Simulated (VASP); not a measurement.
Method: LDA (Ceperley-Alder, Perdew-Zunger), VASP's LDA PAW potentials (set 64) (plane waves; VASP).

VASP ran on this input.

File POSCAR:
```
AlN
1
    0.0000000000     2.1417037407     2.1417037407
    2.1417037407     0.0000000000     2.1417037407
    2.1417037407     2.1417037407     0.0000000000
Al N
1 1
Direct
  0.0000000000   0.0000000000   0.0000000000
  0.2500000000   0.2500000000   0.2500000000
```

### INCAR
```
SYSTEM = AlN
PREC = Accurate
ENCUT = 620
EDIFF = 1E-6
NELM = 100
ALGO = Normal
LREAL = .FALSE.
LASPH = .TRUE.
ISMEAR = 0
SIGMA = 0.05
LWAVE = .FALSE.
LCHARG = .FALSE.
IBRION = 2
ISIF = 3
NSW = 40
EDIFFG = -0.02
PSTRESS = 100
```

File KPOINTS:
```
Automatic
0
G
 11 11 11
0 0 0
```

POTCAR, in this order: Al N (LDA.64 set). Program: vasp_std.

Problem. What will the output report for the number of irreducible k-points (NKPTS), largest plane-wave count, number of space-group operations, FFT grid (NGX, NGY, NGZ)?

Solution. 
```
Quantity                                       Value
--------------------------------------  ------------
number of irreducible k-points (NKPTS)            56
largest plane-wave count                         701
number of space-group operations                  24
FFT grid (NGX, NGY, NGZ)                28 × 28 × 28
```

The compound is AlN in the zinc blende structure, a metastable form; wurtzite is the usual one. It was relaxed first under an external pressure of 10 GPa.
